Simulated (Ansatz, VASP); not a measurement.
# One calculation of Be3TeF4, two programs

```
Be Te F
1.0
     4.84635    0.00000    0.00000
     0.00000    4.84635    0.00000
     0.00000    0.00000    4.84635
Be Te F
3 1 4
Cartesian
  2.4232 0.0000 0.0000
  0.0000 2.4232 0.0000
  0.0000 0.0000 2.4232
  2.4232 2.4232 2.4232
  0.0000 0.0000 0.0000
  0.0000 2.4232 2.4232
  2.4232 0.0000 2.4232
  2.4232 2.4232 0.0000
```

Alike in both runs: task single point; functional PBE; k mesh 4 × 4 × 4; occupations gaussian, width 0.2 eV; no spin polarisation.

|  | VASP | Ansatz |
| --- | --- | --- |
| version | VASP 6.6.1 | Ansatz 0.2.0 |
| potentials or method | VASP PAW PBE potentials, release 64 (Be, Te, F) | scalar-relativistic, plane waves, PAW |
| plane-wave cutoff (eV) | 520 | 420 |
| valence electrons in the cell | 40 | 50 |

```tsv
	VASP	Ansatz	Ansatz less VASP
gap on the k mesh at the Fermi level (eV)	none	none	-
pressure (GPa)	-0.4	0.0	+0.41
```

A gap of «none» marks a metal or a gap that the smearing closes. With one functional, cell and mesh, what is left measures potentials, basis and numerics. The two sets of potentials don't hold the same shells in valence.

The runs have no spin-orbit coupling, so splittings on Te are missing.
